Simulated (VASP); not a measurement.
All values below come from r2SCAN meta-GGA, VASP's PBE PAW potentials (set 64) (plane waves; VASP 6.6.1).

A VASP calculation is set up with these files.

File POSCAR:
```
ZrPbO3
1
    2.9322248202     1.6929213187     4.8690683863
   -2.9322248202     1.6929213187     4.8690683863
   -0.0000000000    -3.3858416441     4.8690683967
Pb Zr O
2 2 6
Direct
  0.2872226267   0.2872226267   0.2872226267
  0.7872226267   0.7872226267   0.7872226267
  0.0146155938   0.0146155938   0.0146155938
  0.5146155938   0.5146155938   0.5146155938
  0.7355367825   0.2121996837   0.3007153135
  0.3007153134   0.7355367825   0.2121996836
  0.2121996837   0.3007153134   0.7355367825
  0.8007153134   0.7121996837   0.2355367825
  0.2355367825   0.8007153134   0.7121996836
  0.7121996837   0.2355367825   0.8007153135
```

File KPOINTS:
```
Automatic mesh
0
Gamma
4 4 4
0 0 0
```

INCAR:
```
SYSTEM=ZrPbO3
PREC=Accurate; ENCUT=520; LREAL=.FALSE.
LASPH=.TRUE.
EDIFF=1E-6; NELM=100; ALGO=Normal
LMAXMIX=4; LMIXTAU=.TRUE.
ISMEAR=0; SIGMA=0.05
METAGGA=R2SCAN
IBRION=2; NSW=60; ISIF=3
EDIFFG=-0.02
LWAVE=.FALSE.; LCHARG=.FALSE.
```

POTCAR, in this order: Pb_d Zr_sv O (PBE.64 set). Program: vasp_std.

The run wrote:

File OUTCAR:
```
 ion  position               nearest neighbor table
   1  0.287  0.287  0.287-   7 2.50   5 2.50   6 2.50   8 2.73  10 2.73   9 2.73   4 3.32   3 3.50
                             3 3.50   3 3.50   4 3.72   4 3.72   4 3.72   3 3.98
   2  0.787  0.787  0.787-   8 2.50  10 2.50   9 2.50   7 2.73   5 2.73   6 2.73   3 3.32   4 3.50
                             4 3.50   4 3.50   3 3.72   3 3.72   3 3.72   4 3.98
   3  0.015  0.015  0.015-   6 2.04   5 2.04   7 2.04  10 2.18   9 2.18   8 2.18   2 3.32   1 3.50
                             1 3.50   1 3.50   2 3.72   2 3.72   2 3.72   1 3.98
   4  0.515  0.515  0.515-   9 2.04  10 2.04   8 2.04   5 2.18   6 2.18   7 2.18   1 3.32   2 3.50
                             2 3.50   2 3.50   1 3.72   1 3.72   1 3.72   2 3.98
   5  0.736  0.212  0.301-   3 2.04   4 2.18   1 2.50   2 2.73
   6  0.301  0.736  0.212-   3 2.04   4 2.18   1 2.50   2 2.73
   7  0.212  0.301  0.736-   3 2.04   4 2.18   1 2.50   2 2.73
   8  0.801  0.712  0.236-   4 2.04   3 2.18   2 2.50   1 2.73
   9  0.236  0.801  0.712-   4 2.04   3 2.18   2 2.50   1 2.73
  10  0.712  0.236  0.801-   4 2.04   3 2.18   2 2.50   1 2.73
  LATTYP: Found a trigonal (rhomboedric) cell.
 ALAT       =     5.9305777069
 COS(alpha) =     0.5110880985
 Subroutine PRICEL returns:
 Original cell was already a primitive cell.
 Subroutine GETGRP returns: Found  6 space group operations
The static configuration has the point symmetry C_3 .
 The point group associated with its full space group is C_3v.
The dynamic configuration has the point symmetry C_3 .
 Subroutine INISYM returns: Found  6 space group operations
 Subroutine IBZKPT returns following result:
 Found     13 irreducible k-points:

 Following reciprocal coordinates:
            Coordinates               Weight
  0.000000  0.000000  0.000000      1.000000
  0.250000  0.000000 -0.000000      6.000000
  0.500000  0.000000 -0.000000      3.000000
  0.250000  0.250000 -0.000000      6.000000
  0.500000  0.250000  0.000000     12.000000
 -0.250000  0.250000  0.000000      6.000000
  0.500000  0.500000 -0.000000      3.000000
  0.250000  0.250000  0.250000      2.000000
  0.500000  0.250000  0.250000      6.000000
 -0.250000  0.250000  0.250000      6.000000
...
```

File OSZICAR:
```
       N       E                     dE             d eps       ncg     rms          rms(c)
DAV:   1     0.111651588881E+04    0.11165E+04   -0.44745E+04  1352   0.197E+03
DAV:   2    -0.550556467161E+02   -0.11716E+04   -0.11299E+04  1500   0.573E+02
DAV:   3    -0.253352588193E+03   -0.19830E+03   -0.19353E+03  1924   0.242E+02
DAV:   4    -0.267407229711E+03   -0.14055E+02   -0.14014E+02  2200   0.614E+01
DAV:   5    -0.268203641813E+03   -0.79641E+00   -0.79562E+00  2296   0.110E+01    0.426E+01
DAV:   6    -0.227875106742E+03    0.40329E+02   -0.64830E+01  1944   0.560E+01    0.157E+01
DAV:   7    -0.219110604696E+03    0.87645E+01   -0.59396E+00  1568   0.132E+01    0.627E+00
DAV:   8    -0.228095302359E+03   -0.89847E+01   -0.37703E+00  1512   0.109E+01    0.337E+00
DAV:   9    -0.220110745767E+03    0.79846E+01   -0.18002E+00  1444   0.875E+00    0.560E-01
DAV:  10    -0.221197014416E+03   -0.10863E+01   -0.79866E-01  1524   0.514E+00    0.664E-01
DAV:  11    -0.221106597483E+03    0.90417E-01   -0.53786E-02  2096   0.165E+00    0.556E-01
DAV:  12    -0.221215200656E+03   -0.10860E+00   -0.88327E-02  1784   0.170E+00    0.298E-01
DAV:  13    -0.221225720756E+03   -0.10520E-01   -0.68527E-02  1412   0.196E+00    0.272E-01
DAV:  14    -0.221264904098E+03   -0.39183E-01   -0.35027E-02  1468   0.128E+00    0.141E-01
DAV:  15    -0.221274388746E+03   -0.94846E-02   -0.31283E-03  1924   0.395E-01    0.606E-02
DAV:  16    -0.221275976210E+03   -0.15875E-02   -0.73049E-04  2036   0.169E-01    0.335E-02
DAV:  17    -0.221275970923E+03    0.52863E-05   -0.40934E-05  2028   0.383E-02    0.375E-02
DAV:  18    -0.221275979842E+03   -0.89188E-05   -0.21580E-05  1924   0.453E-02    0.379E-02
DAV:  19    -0.221276069437E+03   -0.89595E-04   -0.13960E-04  1744   0.105E-01    0.360E-02
DAV:  20    -0.221276186353E+03   -0.11692E-03   -0.52065E-05  1704   0.525E-02    0.253E-02
DAV:  21    -0.221276194052E+03   -0.76993E-05   -0.19386E-05  1836   0.235E-02    0.152E-02
DAV:  22    -0.221276193194E+03    0.85849E-06   -0.13540E-06  1060   0.782E-03
   1 F= -.22127619E+03 E0= -.22127619E+03  d E =-.221276E+03
       N       E                     dE             d eps       ncg     rms          rms(c)
DAV:   1    -0.221286385392E+03   -0.10191E-01   -0.12794E+00  1360   0.763E+00    0.992E-01
DAV:   2    -0.221280156751E+03    0.62286E-02   -0.53255E-02  2256   0.159E+00    0.427E-01
DAV:   3    -0.221278254496E+03    0.19023E-02   -0.69096E-03  1888   0.754E-01    0.895E-02
DAV:   4    -0.221278260352E+03   -0.58565E-05   -0.20947E-03  1888   0.332E-01    0.582E-02
DAV:   5    -0.221278575617E+03   -0.31526E-03   -0.72994E-04  1692   0.184E-01    0.333E-02
DAV:   6    -0.221278658355E+03   -0.82738E-04   -0.19516E-04  2092   0.889E-02    0.177E-02
DAV:   7    -0.221278658860E+03   -0.50513E-06   -0.33418E-05  1660   0.416E-02    0.124E-02
DAV:   8    -0.221278677854E+03   -0.18994E-04   -0.33436E-05  1940   0.389E-02    0.687E-03
DAV:   9    -0.221278678075E+03   -0.22148E-06   -0.59920E-06  1384   0.171E-02
   2 F= -.22127868E+03 E0= -.22127868E+03  d E =-.248488E-02
       N       E                     dE             d eps       ncg     rms          rms(c)
DAV:   1    -0.221278694535E+03   -0.16681E-04   -0.22144E-03  1424   0.315E-01    0.410E-02
DAV:   2    -0.221278684608E+03    0.99275E-05   -0.88574E-05  2080   0.665E-02    0.168E-02
DAV:   3    -0.221278682112E+03    0.24952E-05   -0.11952E-05  1728   0.307E-02    0.384E-03
DAV:   4    -0.221278682185E+03   -0.72114E-07   -0.29731E-06  1124   0.141E-02
   3 F= -.22127868E+03 E0= -.22127868E+03  d E =-.248899E-02
       N       E                     dE             d eps       ncg     rms          rms(c)
DAV:   1    -0.221287941377E+03   -0.92593E-02   -0.84936E-01  1408   0.675E+00    0.773E-01
DAV:   2    -0.221281325202E+03    0.66162E-02   -0.37642E-02  1896   0.139E+00    0.307E-01
DAV:   3    -0.221279742632E+03    0.15826E-02   -0.59901E-03  1728   0.664E-01    0.963E-02
DAV:   4    -0.221279594660E+03    0.14797E-03   -0.16392E-03  2172   0.289E-01    0.746E-02
DAV:   5    -0.221279786011E+03   -0.19135E-03   -0.50571E-04  2000   0.148E-01    0.447E-02
DAV:   6    -0.221279817372E+03   -0.31361E-04   -0.11164E-04  1916   0.665E-02    0.128E-02
DAV:   7    -0.221279785243E+03    0.32129E-04   -0.63838E-05  1936   0.599E-02    0.998E-03
DAV:   8    -0.221279828838E+03   -0.43594E-04   -0.44252E-05  1696   0.454E-02    0.407E-03
DAV:   9    -0.221279831409E+03   -0.25717E-05   -0.53764E-06  1592   0.144E-02    0.316E-03
DAV:  10    -0.221279830988E+03    0.42166E-06   -0.86766E-07   912   0.615E-03
   4 F= -.22127983E+03 E0= -.22127983E+03  d E =-.114880E-02
       N       E                     dE             d eps       ncg     rms          rms(c)
DAV:   1    -0.221279880736E+03   -0.49326E-04   -0.43541E-03  1432   0.483E-01    0.556E-02
DAV:   2    -0.221279846848E+03    0.33888E-04   -0.19189E-04  1848   0.990E-02    0.220E-02
DAV:   3    -0.221279838694E+03    0.81540E-05   -0.31466E-05  1716   0.475E-02    0.695E-03
DAV:   4    -0.221279837213E+03    0.14810E-05   -0.80339E-06  1776   0.208E-02    0.522E-03
DAV:   5    -0.221279837877E+03   -0.66374E-06   -0.25199E-06  1128   0.122E-02
   5 F= -.22127984E+03 E0= -.22127984E+03  d E =-.115569E-02
       N       E                     dE             d eps       ncg     rms          rms(c)
DAV:   1    -0.221279330330E+03    0.50688E-03   -0.16473E-01  1448   0.232E+00    0.102E-01
DAV:   2    -0.221280164729E+03   -0.83440E-03   -0.52416E-03  1924   0.468E-01    0.537E-02
DAV:   3    -0.221280164840E+03   -0.11036E-06   -0.25704E-04  2032   0.126E-01    0.258E-02
DAV:   4    -0.221280158736E+03    0.61038E-05   -0.10616E-04  1820   0.741E-02    0.118E-02
DAV:   5    -0.221280171867E+03   -0.13131E-04   -0.55745E-05  1496   0.544E-02    0.584E-03
DAV:   6    -0.221280178921E+03   -0.70536E-05   -0.14298E-05  1548   0.259E-02    0.208E-03
DAV:   7    -0.221280182068E+03   -0.31472E-05   -0.17879E-06  1148   0.880E-03    0.122E-03
DAV:   8    -0.221280182014E+03    0.54188E-07   -0.37322E-07   920   0.456E-03
   6 F= -.22128018E+03 E0= -.22128018E+03  d E =-.344137E-03
       N       E                     dE             d eps       ncg     rms          rms(c)
DAV:   1    -0.221279878023E+03    0.30405E-03   -0.67064E-02  1448   0.148E+00    0.658E-02
DAV:   2    -0.221280216308E+03   -0.33829E-03   -0.21410E-03  1916   0.299E-01    0.343E-02
DAV:   3    -0.221280216983E+03   -0.67495E-06   -0.10618E-04  2028   0.803E-02    0.165E-02
DAV:   4    -0.221280213898E+03    0.30857E-05   -0.43968E-05  1820   0.478E-02    0.757E-03
DAV:   5    -0.221280219482E+03   -0.55840E-05   -0.23004E-05  1508   0.349E-02    0.375E-03
DAV:   6    -0.221280222079E+03   -0.25968E-05   -0.56444E-06  1388   0.164E-02    0.133E-03
DAV:   7    -0.221280223390E+03   -0.13117E-05   -0.72653E-07  1052   0.667E-03    0.798E-04
DAV:   8    -0.221280223377E+03    0.12780E-07   -0.16030E-07   856   0.348E-03
   7 F= -.22128022E+03 E0= -.22128022E+03  d E =-.385501E-03
```

**OUTCAR**
```
------------------------ aborting loop because EDIFF is reached ----------------------------------------
  FORCE on cell =-STRESS in cart. coord.  units (eV):
  Direction    XX          YY          ZZ          XY          YZ          ZX
  --------------------------------------------------------------------------------------
  Total       -0.0497811     -0.0497811     -0.0036931      0.0000000     -0.0000000      0.0000000
  in kB       -0.5496996     -0.5496997     -0.0407802      0.0000000     -0.0000000      0.0000000
  external PRESSURE =      -0.3800598 kB  Pullay stress =       0.0000000 kB
  volume of cell :      145.09
      direct lattice vectors                 reciprocal lattice vectors
     2.939879686  1.697340858  4.846184918     0.170074987  0.098192828  0.068782621
    -2.939879686  1.697340858  4.846184918    -0.170074987  0.098192828  0.068782621
    -0.000000000 -3.394680726  4.846184930     0.000000000 -0.196385656  0.068782641
 POSITION                                       TOTAL-FORCE (eV/Angst)
 -----------------------------------------------------------------------------------
     -0.00000      0.00000      4.17242         0.000000      0.000000      0.002875
     -0.00000      0.00000     11.44170         0.000000      0.000000      0.002875
     -0.00000      0.00000      0.21988         0.000000     -0.000000     -0.003762
     -0.00000      0.00000      7.48915         0.000000     -0.000000     -0.003762
      1.53049      0.58512      6.04889        -0.002319      0.008047      0.000296
     -1.27198      1.03288      6.04889        -0.005809     -0.006032      0.000296
     -0.25851     -1.61800      6.04889         0.008129     -0.002015      0.000296
      0.25851      1.77668      8.47198        -0.008129     -0.002015      0.000296
     -1.66790     -0.66446      8.47198         0.005809     -0.006032      0.000296
      1.40939     -1.11222      8.47198         0.002319      0.008047      0.000296
 -----------------------------------------------------------------------------------
    total drift:                               -0.000000     -0.000010      0.001446
  FREE ENERGIE OF THE ION-ELECTRON SYSTEM (eV)
  ---------------------------------------------------
  free  energy   TOTEN  =      -221.2802233775 eV

  energy  without entropy=     -221.2802233774  energy(sigma->0) =     -221.28022338

 reached required accuracy - stopping structural energy minimisation
```
(Selected blocks of OUTCAR.)

### CONTCAR
```
ZrPbO3
   1.00000000000000
     2.9398796861352809    1.6973408584395593    4.8461849182416259
    -2.9398796861352809    1.6973408584395593    4.8461849182416259
    -0.0000000000000000   -3.3946807257402680    4.8461849302476994
  Pb              Zr              O
     2     2     6
Direct
     0.2869903136748648    0.2869903136748648    0.2869903136748402
     0.7869903136748648    0.7869903136748648    0.7869903136748401
     0.0151237368335778    0.0151237368335778    0.0151237368335850
     0.5151237368335777    0.5151237368335777    0.5151237368335850
     0.7338113021449968    0.2132158373470349    0.3011488101994980
     0.3011488100996880    0.7338113021450021    0.2132158372468154
     0.2132158373468714    0.3011488100995190    0.7338113021452600
     0.8011488100995189    0.7132158373468712    0.2338113021452600
     0.2338113021450022    0.8011488100996880    0.7132158372468154
     0.7132158373470350    0.2338113021449967    0.8011488101994980
```

The structure was generated: ZrPbO3 was put into the LiNbO3 type (R3c), which need not be its known phase. This run relaxes it. Symmetry was kept, so distortions that lower it aren't found. The start is the result of an earlier pass.
